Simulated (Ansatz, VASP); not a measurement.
# Sb (Antimony): VASP beside Ansatz

Wanted: the spread between two codes on one cell, functional and k mesh. The cell is taken from a series of runs on this material, whose earlier steps may have relaxed, scaled, displaced or heated it; both programs get it as it stands.

Calculated with Ansatz 0.2.0; plane waves, with VASP 6.6.1 beside it; LDA.

## Step 1: Set-up

Symmetry: R-3m, No. 166, trigonal system. The conventional cell has a = 4.329 Å, b = 4.329 Å, c = 11.228 Å, α = 90.00°, β = 90.00°, γ = 120.00°. Nearest to Sb lie 3 Sb at 2.92 Å.

As a file:

```
Sb
1.0
     2.16425    1.24953    3.74265
    -2.16425    1.24953    3.74265
     0.00000   -2.49906    3.74265
Sb
2
Cartesian
  0.0000 0.0000 2.6252
  0.0000 0.0000 8.6028
```

## Step 2: VASP: zone-centre phonons, LDA

Second derivatives magnify differences that forces hide, and they need a tight electronic threshold.

Lines of VASP's logs that name or quote its potential files are left out, and so is its time.

INCAR reads:

```
SYSTEM = Sb
PREC = Accurate
ENCUT = 500
EDIFF = 1E-08
NELM = 120
ISMEAR = 1
SIGMA = 0.2
LREAL = .FALSE.
ALGO = Normal
GGA = PW92
NBANDS = 11
LORBIT = 11
LWAVE = .FALSE.
LCHARG = .FALSE.
ISIF = 2
IBRION = 8
LASPH = .TRUE.
GGA_COMPAT = .FALSE.
KPAR = 2
```

POSCAR reads:

```
Sb
1.0
    2.1642522963      1.2495316458      3.7426498645
   -2.1642522963      1.2495316458      3.7426498645
    0.0000000000     -2.4990632917      3.7426498645
Sb
2
Direct
    0.2338093489      0.2338093489      0.2338093489
    0.7661906511      0.7661906511      0.7661906511
```

KPOINTS reads:

```
Automatic mesh
0
Gamma
12 12 12
0 0 0
```

The projector-augmented-wave data sets are Sb (LDA family, release 64).

Run with:

```
mpirun -np 2 vasp_std
```

Numbers of over 12 decimals in the logs are rounded to 6 here.

Output:

```text
[banner, memory and clock lines left out]
running    2 mpi-ranks, on    1 nodes
 distrk:  each k-point on    1 cores,    2 groups
 distr:  one band on    1 cores,    1 groups

 POSCAR found type information on POSCAR Sb
 POSCAR found :  1 types and       2 ions
|                                                                             |
|               ----> ADVICE to this user running VASP <----                  |
|                                                                             |
|     You enforced a specific xc type in the INCAR file but a different       |
|     [... a line on the potential file left out ...]
|     I HOPE YOU KNOW WHAT YOU ARE DOING!                                     |
|                                                                             |

 LDA part: xc-table for (Slater(with rela. corr.)+PW92), standard interpolation
 POSCAR, INCAR and KPOINTS ok, starting setup
 FFT: planning ... GRIDC
 FFT: planning ... GRID_SOFT
 FFT: planning ... GRID
 WAVECAR not read
 entering main loop
       N       E                     dE             d eps       ncg     rms          rms(c)
DAV:   1     0.362993448630E+02    0.36299E+02   -0.34300E+03  4158   0.686E+02
DAV:   2    -0.763838834084E+01   -0.43938E+02   -0.42662E+02  5749   0.114E+02
DAV:   3    -0.961501203111E+01   -0.19766E+01   -0.19576E+01  5050   0.274E+01
DAV:   4    -0.963281595430E+01   -0.17804E-01   -0.17796E-01  4748   0.313E+00
DAV:   5    -0.963303839070E+01   -0.22244E-03   -0.22243E-03  4789   0.387E-01    0.309E+00
DAV:   6    -0.961662658456E+01    0.16412E-01   -0.40403E-03  4683   0.339E-01    0.184E+00
DAV:   7    -0.960748794515E+01    0.91386E-02   -0.85906E-03  4506   0.490E-01    0.560E-02
DAV:   8    -0.960749535778E+01   -0.74126E-05   -0.25657E-04  4734   0.113E-01    0.197E-02
DAV:   9    -0.960749996345E+01   -0.46057E-05   -0.19140E-05  4779   0.267E-02    0.700E-03
DAV:  10    -0.960749955196E+01    0.41149E-06   -0.22815E-06  4707   0.830E-03    0.105E-03
DAV:  11    -0.960749960131E+01   -0.49349E-07   -0.18277E-07  4677   0.276E-03    0.422E-04
DAV:  12    -0.960749960138E+01   -0.72703E-10   -0.12315E-08  3050   0.615E-04
   1 F= -.96074996E+01 E0= -.96082569E+01  d E =0.227186E-02
 Linear response reoptimize wavefunctions to high precision
DAV:   1    -0.960749960159E+01   -0.21390E-09   -0.24865E-09  4263   0.329E-04
DAV:   2    -0.960749960161E+01   -0.16826E-10   -0.14073E-10  2349   0.823E-05
 Linear response DOF=           2
 Linear response progress:
  Degree of freedom:   1/  2
       N       E                     dE             d eps       ncg     rms          rms(c)
RMM:   1    -0.259491007967E-01   -0.25949E-01    0.23368E-02 38895   0.120E+00
RMM:   2    -0.256839567966E-01    0.26514E-03   -0.17204E-03 30087   0.248E-01    0.469E-02
RMM:   3    -0.256710326080E-01    0.12924E-04   -0.51358E-05 31839   0.413E-02    0.275E-02
RMM:   4    -0.256903519816E-01   -0.19319E-04   -0.23435E-05 32049   0.189E-02    0.239E-03
RMM:   5    -0.256955058231E-01   -0.51538E-05   -0.21552E-06 32620   0.366E-03    0.982E-04
RMM:   6    -0.256968001894E-01   -0.12944E-05   -0.59523E-08 31247   0.914E-04    0.307E-04
RMM:   7    -0.256960286726E-01    0.77152E-06    0.20270E-07 33190   0.229E-04    0.777E-05
RMM:   8    -0.256959487541E-01    0.79919E-07    0.45315E-08 33901   0.484E-05    0.155E-05
RMM:   9    -0.256959400731E-01    0.86810E-08   -0.65359E-10 33794   0.139E-05    0.193E-06
 first order change of Fermi-energy  -0.29088E-04
 force on displaced ion       1 direction 1 :  -2.495   0.000   0.000
 Linear response progress:
  Degree of freedom:   2/  2
       N       E                     dE             d eps       ncg     rms          rms(c)
RMM:   1    -0.271612145820E-01   -0.27161E-01    0.16781E-02  8086   0.121E+00
RMM:   2    -0.260392373364E-01    0.11220E-02   -0.17025E-03  6463   0.259E-01    0.479E-02
RMM:   3    -0.259195987870E-01    0.11964E-03   -0.51458E-05  6907   0.462E-02    0.285E-02
RMM:   4    -0.258267091211E-01    0.92890E-04   -0.30454E-05  6742   0.259E-02    0.749E-03
RMM:   5    -0.258294155744E-01   -0.27065E-05   -0.84101E-07  6972   0.532E-03    0.273E-03
RMM:   6    -0.258309086689E-01   -0.14931E-05   -0.64634E-08  7052   0.117E-03    0.774E-04
RMM:   7    -0.258304232748E-01    0.48539E-06    0.78437E-09  7086   0.356E-04    0.258E-04
RMM:   8    -0.258304654753E-01   -0.42201E-07    0.30660E-09  7201   0.696E-05    0.287E-05
RMM:   9    -0.258304928600E-01   -0.27385E-07   -0.25923E-10  7232   0.232E-05    0.141E-05
RMM:  10    -0.258304930088E-01   -0.14881E-09    0.50074E-11  7334   0.888E-06    0.485E-06
 first order change of Fermi-energy   0.45880E+00
 force on displaced ion       1 direction 3 :   0.000   0.000  -5.027
 Linear response finished
```

Parts of OUTCAR (step 2):

```text
ion  position               nearest neighbor table
   1  0.234  0.234  0.234-   2 2.92   2 2.92   2 2.92   2 3.35   2 3.35   2 3.35
   2  0.766  0.766  0.766-   1 2.92   1 2.92   1 2.92   1 3.35   1 3.35   1 3.35

  LATTYP: Found a trigonal (rhomboedric) cell.
 ALAT       =     4.5003050279
 COS(alpha) =     0.5374466106

 Subroutine GETGRP returns: Found 12 space group operations
 (whereof 12 operations were pure point group operations)

The static configuration has the point symmetry D_3d.

 Found    189 irreducible k-points:

   k-points           NKPTS =    189   k-points in BZ     NKDIM =    189   number of bands    NBANDS=     11

   dimension x,y,z NGX =    36 NGY =   36 NGZ =   36
   dimension x,y,z NGXF=    72 NGYF=   72 NGZF=   72

   ENCUT  =  500.0 eV  36.75 Ry    6.06 a.u.   8.21  8.21  8.21*2*pi/ulx,y,z

   NELECT =      10.0000    total number of electrons

 k-points in reciprocal lattice and weights: Automatic mesh
   0.00000000  0.00000000  0.00000000       0.001
   0.08333333  0.00000000  0.00000000       0.003
   0.16666667  0.00000000 -0.00000000       0.003
   0.25000000  0.00000000  0.00000000       0.003
   0.33333333 -0.00000000  0.00000000       0.003
   0.41666667 -0.00000000 -0.00000000       0.003
   0.50000000  0.00000000  0.00000000       0.002
   0.08333333  0.08333333  0.00000000       0.003
   0.16666667  0.08333333 -0.00000000       0.007
[...]
-0.41666667  0.50000000  0.41666667       0.003
   0.50000000  0.50000000  0.50000000       0.001

 average (electrostatic) potential at core
       1 -86.8449       2 -86.8449

  Total       -0.5073932     -0.5073932     -0.5415803      0.0000000      0.0000000     -0.0000000
  in kB      -13.3865796    -13.3865796    -14.2885402      0.0000000      0.0000000     -0.0000000
  external PRESSURE =     -13.6872331 kB  Pullay stress =       0.0000000 kB

  energy-cutoff  :      500.00
  volume of cell :       60.73
      direct lattice vectors                 reciprocal lattice vectors
     2.164252296  1.249531646  3.742649865     0.231026670  0.133383310  0.089063456
    -2.164252296  1.249531646  3.742649865    -0.231026670  0.133383310  0.089063456
     0.000000000 -2.499063292  3.742649865     0.000000000 -0.266766620  0.089063456

 POSITION                                       TOTAL-FORCE (eV/Angst)
 -----------------------------------------------------------------------------------
      0.00000     -0.00000      2.62520         0.000000     -0.000000      0.060388
      0.00000     -0.00000      8.60275         0.000000      0.000000     -0.060388
 -----------------------------------------------------------------------------------
    total drift:                                0.000000      0.000000      0.000000

 Eigenvectors and eigenvalues of the dynamical matrix
 ----------------------------------------------------

   1 f  =    4.492308 THz    28.226003 2PiTHz  149.847263 cm-1    18.578684 meV
             X         Y         Z           dx          dy          dz
      0.000000 -0.000000  2.625200    -0.000000   -0.000000    0.707107
      0.000000 -0.000000  8.602750    -0.000000    0.000000   -0.707107

   2 f  =    3.164999 THz    19.886275 2PiTHz  105.573004 cm-1    13.089378 meV
             X         Y         Z           dx          dy          dz
      0.000000 -0.000000  2.625200     0.707107    0.000000    0.000000
      0.000000 -0.000000  8.602750    -0.707107    0.000000    0.000000

   3 f  =    3.164999 THz    19.886275 2PiTHz  105.573004 cm-1    13.089378 meV
             X         Y         Z           dx          dy          dz
      0.000000 -0.000000  2.625200    -0.000000   -0.707107   -0.000000
      0.000000 -0.000000  8.602750    -0.000000    0.707107    0.000000

   4 f  =    0.000000 THz     0.000000 2PiTHz    0.000000 cm-1     0.000000 meV
             X         Y         Z           dx          dy          dz
      0.000000 -0.000000  2.625200     0.522481   -0.466630   -0.096278
      0.000000 -0.000000  8.602750     0.522481   -0.466630   -0.096278

   5 f/i=    0.000000 THz     0.000000 2PiTHz    0.000001 cm-1     0.000000 meV
             X         Y         Z           dx          dy          dz
      0.000000 -0.000000  2.625200    -0.475727   -0.502995   -0.143804
      0.000000 -0.000000  8.602750    -0.475727   -0.502995   -0.143804

   6 f/i=    0.000000 THz     0.000000 2PiTHz    0.000002 cm-1     0.000000 meV
             X         Y         Z           dx          dy          dz
      0.000000 -0.000000  2.625200     0.026412    0.171031   -0.685603
      0.000000 -0.000000  8.602750     0.026412    0.171031   -0.685603

 ELASTIC MODULI CONTR FROM IONIC RELAXATION (kBar)
 Direction    XX          YY          ZZ          XY          YZ          ZX
 --------------------------------------------------------------------------------
 XX         -99.3067    -62.0559   -139.0507      0.0000     65.5144     -0.0000
 YY         -62.0559    -99.3067   -139.0507     -0.0000    -65.5144      0.0000
 ZZ        -139.0507   -139.0507   -239.6476      0.0000      0.0000     -0.0000
 XY           0.0000     -0.0000      0.0000    -18.6254     -0.0000     62.8833
 YZ          65.5144    -65.5144      0.0000     -0.0000   -230.4450      0.0000
 ZX          -0.0000      0.0000     -0.0000     62.8833      0.0000   -212.3072
 --------------------------------------------------------------------------------
```

## Step 3: Ansatz: zone-centre phonons, LDA

Ansatz runs on its PAW soft_1 files.

The same cell, functional (in two slightly different forms), mesh and smearing now go to Ansatz, which takes its cutoff from its data sets.

input.yaml reads:

```yaml
crystal:
  lattice:
    - [2.1642522963, 1.2495316458, 3.7426498645]
    - [-2.1642522963, 1.2495316458, 3.7426498645]
    - [0.0, -2.4990632917, 3.7426498645]
  atoms:
    - { symbol: Sb, position: [0.2338093489, 0.2338093489, 0.2338093489] }
    - { symbol: Sb, position: [0.7661906511, 0.7661906511, 0.7661906511] }
kpoints:
  mp_grid: { grid: [12, 12, 12] }
hamiltonian:
  xc: lda
  pseudopotentials: { kind: paw, azcp: { folder: soft_1 }, xc_functional: pbe }
scf:
  occupations: { method: methfessel_paxton, width: 0.2 }
output:
  eigenvalues: true
phonons:
  method: dfpt
```

Run with:

```
ansatz run input.yaml --threads 4 --pin off --max-ram 10240MiB --backend cpu --events-out ev --progress --plain --runs-dir out
```

Output:

```text
Engine: ansatz 0.2.0, x86_64-unknown-linux-gnu
Pseudopotentials: kind: paw
Pseudopotential: Sb, paw, valence charge 15, recommended cutoff 420 eV (normal), soft_1/Sb.paw.azcp
Functional definition: SPW92
  exchange = slater_x
  correlation = pw_c
Crystal: 2 atoms, lattice volume = 60.728 Å³
Basis set: ecut = 420 eV, 1219 PW (Γ), exchange–correlation on 64×64×64 points (8 copies of the dense FFT grid, shifted against one another)
Bands: 19, of which v1, the nominal top of the filled ones, is band 15 counted from 1 (14 counted from 0)
Symmetry: 12 space group operations
k-points: 476 of 1728 (irreducible under 2 space group operations, time reversal used)
Non-local potential: Sb, projectors of the file, l = 0: 2, l = 1: 2, l = 2: 2, l = 3: 1
PAW form: soft (Blöchl's): semilocal exchange-correlation on the pseudo side does not see the compensation charge
PAW frozen core: Sb, regenerated for the run's functional, and the local potential with it (the file was generated under x = pbe(κ = 0.804, μ = 0.219515), c = pbe(β = 0.066725))
PAW one-centre angular grid: Sb, 590 points (default); XC on 64 Gauss nodes
Initial density: superposition of atomic densities (chi_scale 0.1, normalization cell)
Initial wavefunctions: pseudopotential atomic-orbital guess
Functional: x = slater, c = lda
SCF iter   1: F=—  HF=-12671.784468 eV  |F-HF|=—  |Δ(HF+E_count)|=         —  Δρ=1.49e-2  dr2=1.10e-1  ethr=3.10e-3  ⟨swp⟩=6.0  Hψ=48050  notcnv=0
preconditioner: auto → none  [insulator: Δε(μ)=0.141 eV  Ē_g=8.669 eV  σ=0.200 eV  W_gap=0.53  n_scr=14 (ndim 8)  ℏωp=15.1 eV  f_vac=0.000  D(μ)=0.08/eV (n_scr^D=0)  ε∞_Penn≈4.0]
SCF iter   2: F=—  HF=-12671.759388 eV  |F-HF|=—  |Δ(HF+E_count)|=   2.51e-2  S|Δr|=    0.00e0  Δρ=6.77e-3  dr2=2.20e-2  ethr=3.67e-4  ⟨swp⟩=1.1  Hψ=12905  notcnv=0
SCF iter   3: F=—  HF=-12671.755781 eV  |F-HF|=—  |Δ(HF+E_count)|=   3.61e-3  S|Δr|=    0.00e0  Δρ=5.79e-4  dr2=1.73e-4  ethr=7.34e-5  ⟨swp⟩=2.2  Hψ=15802  notcnv=0
SCF iter   4: F=—  HF=-12671.755757 eV  |F-HF|=—  |Δ(HF+E_count)|=   2.38e-5  S|Δr|=    0.00e0  Δρ=2.72e-4  dr2=5.06e-5  ethr=5.77e-7  ⟨swp⟩=2.0  Hψ=16247  notcnv=0
SCF iter   5: F=—  HF=-12671.755742 eV  |F-HF|=—  |Δ(HF+E_count)|=   1.54e-5  S|Δr|=    0.00e0  Δρ=3.83e-5  dr2=4.63e-7  ethr=1.69e-7  ⟨swp⟩=2.0  Hψ=16192  notcnv=0
SCF iter   6: F=—  HF=-12671.755742 eV  |F-HF|=—  |Δ(HF+E_count)|=   3.03e-7  S|Δr|=    0.00e0  Δρ=8.77e-6  dr2=2.69e-8  ethr=1.54e-9  ⟨swp⟩=2.0  Hψ=16321  notcnv=0
SCF iter   7: F=—  HF=-12671.755742 eV  |F-HF|=—  |Δ(HF+E_count)|=   8.72e-9  S|Δr|=    0.00e0  Δρ=2.87e-6  dr2=3.87e-9  ethr=8.96e-11  ⟨swp⟩=2.0  Hψ=16190  notcnv=0
SCF iter   8: F=—  HF=-12671.755742 eV  |F-HF|=—  |Δ(HF+E_count)|=   2.91e-9  S|Δr|=    0.00e0  Δρ=7.43e-7  dr2=2.68e-10  ethr=1.29e-11  ⟨swp⟩=2.0  Hψ=16128  notcnv=0
SCF iter   9: F=-12671.755742 eV  HF=-12671.755742 eV  |F-HF|=7.28e-12  |Δ(HF+E_count)|=  2.02e-10  S|Δr|=    0.00e0  Δρ=1.03e-7  dr2=5.00e-12  ethr=1.00e-12  ⟨swp⟩=5.1  Hψ=46618  notcnv=0
SCF 1 converged in 9 iterations: F = -12671.755742 eV  dr2 = 5.00e-12
  greatest PAW one-centre occupation: 0.997 electrons in one spin orbital (limit 2), on the Sb atom at site 1 (counted from 0), in its partial waves of l = 2
DFPT response loops at Γ: preconditioner auto → Kerker (q_TF=auto, 2.426 Å⁻¹) (partly filled bands, converged f_vac=0.002); β = 1.00, the filter's whole step (`scf.mixing.beta` (0.50) is not read by the response loops under this deck's `scf.mixing.preconditioner`; to damp them name `kerker` or `kerker_dos`, under which they read `scf.mixing.beta`, and type it under 1.00, their step now; both keys bind the ground state too); Broyden in place of MSR1
SCF converged after 9 iterations
Stability not checked: this state was not tested for a lower state beside it, because cold or Methfessel-Paxton smearing, or corrected tetrahedra, fill the levels in a way that the test cannot read (fill_not_monotonic; see scf.lower_state_search)
Free energy (F): -12671.755742 eV
Harris-Foulkes:  -12671.755742 eV  (|F-HF|=7.28e-12)
Internal energy: -12671.757896 eV  (E = F + TS)
E sigma→0 (E₀):  -12671.756280 eV
Entropy (-TS):   0.002154 eV (1.077 meV/atom)
Fermi energy:    9.834229 eV
--- Per-component energies (eV) ---
  E_band       = -341.436523
  E_kinetic    = 327.796492
  E_local      = -3184.898489  (includes V_loc(G=0)·N_el)
  E_nonlocal   = 787.344900
  E_hartree    = 1314.631245
  E_xc         = -197.586259
  E_vxc        = -183.067599  (∫ρ·V_xc dr)
  E_paw        = -8789.420589  (= ΣΔE_a)
  E_vpaw       = -717.874709  (= ΣTr[D̂ρ^β])
  E_aug_tail   = 0.000246  (compensation charges beyond the density's cutoff)
  E_ewald      = -2930.743063
  E_core_change = 1.117622  (= ΣΔE_core)
  E_smearing   = 0.002154  (= −TS)
  E_closure    = -0.000000  (closes the sum)
  Σ components = -12671.755742   (vs F -12671.755742, Δ=0.00e0)
--- Band table (eV; the first three rows and the last of 476) ---
  k-point 0: bands = [... 11 lower, 4.8924, 7.9070, 8.0960, 8.0960, 11.9990, 12.5719, 12.5719, 15.0628]
  k-point 1: bands = [... 11 lower, 4.5634, 7.9332, 8.0807, 8.2222, 11.9509, 12.3547, 12.3847, 14.7082]
  k-point 2: bands = [... 11 lower, 3.7754, 7.9418, 8.0457, 8.5164, 11.6587, 11.8590, 11.9045, 14.5003]
  k-point 475: bands = [... 11 lower, 0.8637, 8.5974, 8.5974, 9.3103, 9.9840, 9.9840, 10.8971, 16.9337]
--- Phonons (Γ-DFPT): 2 representative perturbations + reference, on 476 of 1728 k-points (Σ response iterations 6) ---
  k mesh reduced under 2 symmetry operations, with k and −k counted as one. Each operation leaves every solved perturbation unchanged. A smaller set is not used because it would not reduce the number of displacements times k-points to solve
  ASR residual: 2.138e-5 → 0.000e0 eV/Å²; symmetrization residual: 2.327e-5 eV/Å²
  ASR residual per site (eV/Å²): 2.14e-5 2.14e-5
  Γ frequencies (cm⁻¹): 0.00 0.00 0.00 102.27 102.27 147.29
  non-analytic LO–TO correction: not included (Born effective charges unavailable; polar crystals: no LO–TO splitting at Γ)
```

Reading the cycles: dr2 is the Hartree energy of the density residual (eV), the measure of convergence; HF is the Harris–Foulkes estimate of the energy, which meets the free energy F at convergence.

## Step 4: Differences

Known differences besides the potentials themselves: the data sets hold 30 valence electrons in Ansatz (on its PAW soft_1 files) and 10 in VASP; the cutoff is 420 eV in Ansatz and 500 eV in VASP; VASP's log shows a relativistic correction to its local exchange, Ansatz's none. Total energies have different zeros and are not compared.

Compared:

```csv
quantity,Ansatz,VASP,difference
optical mode 1 to 2 (cm⁻¹),102.3,105.6,-3.13 %
optical mode 3 (cm⁻¹),147.3,149.8,-1.71 %
```

Modes are paired by rising frequency, not by their patterns, so a pair may set unlike modes beside each other; they are those without the splitting of longitudinal modes.

## Step 5: Summary of results

```
r.m.s. difference of the optical zone-centre modes, each program's sorted by frequency (zone-centre phonons, LDA) : 3.1 cm⁻¹
difference in optical mode 1 to 2 (zone-centre phonons, LDA)                                                      : -3.1 %
```

The r.m.s. difference of the optical zone-centre modes, each program's sorted by frequency is 3.1 cm⁻¹ (zone-centre phonons, LDA). The data sets hold unlike numbers of valence electrons (30 in Ansatz and 10 in VASP), so part of the differences may come from the potentials. Among the rows given in per cent, the largest difference of the zone-centre phonons, LDA pair is in optical mode 1 to 2, -3.1 %. How closely two codes agree says nothing of how well the functional describes the real material.

[Lines on the potential files, build, host, timing and source positions are cut from VASP's logs without a mark.]

[Logs are printed without paths, hosts, clocks, repeated set-up lines and the standing remarks that a program may print on its own settings, such as how far it seeks lower states.]

[Hosts, paths, dates, database ids (printed as entryN), source tags and the programs' standing remarks are cut or masked in the printed files.]
